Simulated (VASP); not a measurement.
Crystal: BeZn2Te3.

```
CELL_PARAMETERS angstrom
6.25500 -3.61000 0.00000
6.25500 3.61000 0.00000
0.00000 0.00000 6.81000
ATOMIC_POSITIONS crystal
Be 0.16667 0.83333 0.50000
Be 0.83333 0.16667 0.00000
Zn 0.50000 0.16666 0.50000
Zn 0.83334 0.50000 0.50000
Zn 0.16666 0.50000 0.00000
Zn 0.50000 0.83334 0.00000
Te 0.83333 0.16667 0.37500
Te 0.16666 0.50000 0.37500
Te 0.50000 0.83334 0.37500
Te 0.16667 0.83333 0.87500
Te 0.50000 0.16666 0.87500
Te 0.83334 0.50000 0.87500
```

The cell was built by a generator and needn't be a form met in nature.

```yaml
Program: VASP 6.6.1
Task: relaxation of cell and atoms
Functional: PBE
Potentials_or_basis: VASP PAW PBE potentials, release 64 (Be, Zn, Te)
Cutoff: 520 eV
k_mesh: 3 × 3 × 2
Occupations: gaussian, width 0.15 eV
Spin: no spin polarisation
```

At the start: pressure 3.7 GPa; volume 25.63 Å³/atom.

Task: Where does the relaxation end?

Result: Over 16 steps the energy falls by 71.1 meV/atom and the volume is 27.08 Å³/atom (+5.7 %); space group Cmc2_1 (No. 36, to 0.05 Å).

Step by step:
| step | energy change (eV) | largest force (eV/Å) | pressure (GPa) | volume (Å³) |
| --- | --- | --- | --- | --- |
| 1 | 0.0000 | 1.4495 | 3.69 | 307.55 |
| 2 | -0.5813 | 0.7097 | -1.15 | 334.61 |
| 3 | -0.5837 | 0.6950 | -1.16 | 335.87 |
| 4 | -0.5832 | 0.6482 | -1.48 | 338.39 |
| 5 | -0.7588 | 0.3474 | -1.19 | 332.41 |
| 6 | -0.8228 | 0.2772 | 0.28 | 323.68 |
| 7 | -0.8309 | 0.2275 | -0.25 | 326.14 |
| 8 | -0.8312 | 0.2356 | 0.02 | 325.74 |
| 9 | -0.8435 | 0.1413 | -0.26 | 325.44 |
| 10 | -0.8479 | 0.1190 | -0.22 | 324.96 |
| 11 | -0.8486 | 0.0992 | -0.19 | 325.08 |
| 12 | -0.8513 | 0.0834 | 0.26 | 322.67 |
| 13 | -0.8520 | 0.0855 | 0.37 | 323.52 |
| 14 | -0.8518 | 0.0862 | 0.17 | 323.77 |
| 15 | -0.8519 | 0.0858 | 0.19 | 323.67 |
| 16 | -0.8532 | 0.0403 | 0.28 | 325.00 |

Final structure:
```cif
data_structure
_symmetry_space_group_name_H-M 'P 1'
_symmetry_Int_Tables_number 1
_cell_length_a 7.3319
_cell_length_b 7.3319
_cell_length_c 6.9730
_cell_angle_alpha 90.000
_cell_angle_beta 90.000
_cell_angle_gamma 60.117
_cell_volume 325.00
loop_
_atom_site_label
_atom_site_type_symbol
_atom_site_fract_x
_atom_site_fract_y
_atom_site_fract_z
_atom_site_occupancy
Be1 Be 0.15980 0.84020 0.50049 1
Be2 Be 0.84020 0.15980 0.00049 1
Zn1 Zn 0.50557 0.16666 0.49980 1
Zn2 Zn 0.83334 0.49443 0.49980 1
Zn3 Zn 0.16666 0.50557 0.99980 1
Zn4 Zn 0.49443 0.83334 0.99980 1
Te1 Te 0.85290 0.14710 0.35685 1
Te2 Te 0.16631 0.52038 0.38403 1
Te3 Te 0.47962 0.83369 0.38403 1
Te4 Te 0.14710 0.85290 0.85685 1
Te5 Te 0.52038 0.16631 0.88403 1
Te6 Te 0.83369 0.47962 0.88403 1
```

Caveat: the k mesh is coarse (spacing up to 0.46 Å⁻¹), so the values aren't converged; the relaxation stopped at a loose force limit of 0.08 eV/Å, so its end isn't a converged minimum.
